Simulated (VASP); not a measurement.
A run of VASP 6.6.1 is set up as follows.

Contents of INCAR:

```
  PREC = Normal
  ENCUT = 520
  EDIFF = 1E-4
  ISMEAR = 0
  SIGMA = 0.15
  LREAL = Auto
  LASPH = True
  NELM = 60
  ALGO = Fast
  ISIF = 3
  LWAVE = False
  LCHARG = False
  GGA = PE
  IBRION = 2
  NSW = 24
  EDIFFG = -0.08
  KPAR = 2
```

KPOINTS

```
regular mesh
0
Gamma
  5 5 1
```

Contents of POSCAR:

```
Hf2Pd2Se2Br2O3
1.0
    3.6000000000      0.0000000000      0.0000000000
   -1.8000000000      3.1176914500      0.0000000000
    0.0000000000      0.0000000000     17.5000000000
Hf Pd Se Br O
2 2 2 2 3
Direct
    0.6666666700      0.3333333300      0.9340000000
    0.3333333300      0.6666666700      0.0660000000
    0.0000000000      0.0000000000      0.2970000000
    0.0000000000      0.0000000000      0.7030000000
    0.3333333300      0.6666666700      0.2150000000
    0.6666666700      0.3333333300      0.7850000000
    0.6666666700      0.3333333300      0.3880000000
    0.3333333300      0.6666666700      0.6120000000
    0.3333333300      0.6666666700      0.9080000000
    0.6666666700      0.3333333300      0.0920000000
    0.0000000000      0.0000000000      0.0000000000
```

Potentials or basis: VASP PAW PBE potentials, release 64 (Hf_pv, Pd, Se, Br, O).

Launch:

```bash
$ cat potpaw_PBE.64/Hf_pv/POTCAR potpaw_PBE.64/Pd/POTCAR potpaw_PBE.64/Se/POTCAR potpaw_PBE.64/Br/POTCAR potpaw_PBE.64/O/POTCAR > POTCAR
$ mpirun -np 2 vasp_std > vasp.out
```

Predict the space group after relaxing (to 0.05 Å).

P-3m1 (No. 164).

Estimate the band gap on the k mesh.

none (metal or under the smearing width).

Final structure:
```
Hf Pd Se Br O
1.0
     3.70317    0.00000    0.00000
    -1.85159    3.20704    0.00000
     0.00000    0.00000   17.42878
Hf Pd Se Br O
2 2 2 2 3
Direct
  0.66667 0.33333 0.93511
  0.33333 0.66667 0.06489
  0.00000 0.00000 0.29751
  0.00000 0.00000 0.70249
  0.33333 0.66667 0.22104
  0.66667 0.33333 0.77896
  0.66667 0.33333 0.39065
  0.33333 0.66667 0.60935
  0.33333 0.66667 0.92878
  0.66667 0.33333 0.07122
  0.00000 0.00000 0.00000
```

Caveat: the k mesh is coarse (spacing up to 0.40 Å⁻¹), so the values aren't converged. The run has no spin-orbit coupling, so splittings on Hf are missing.
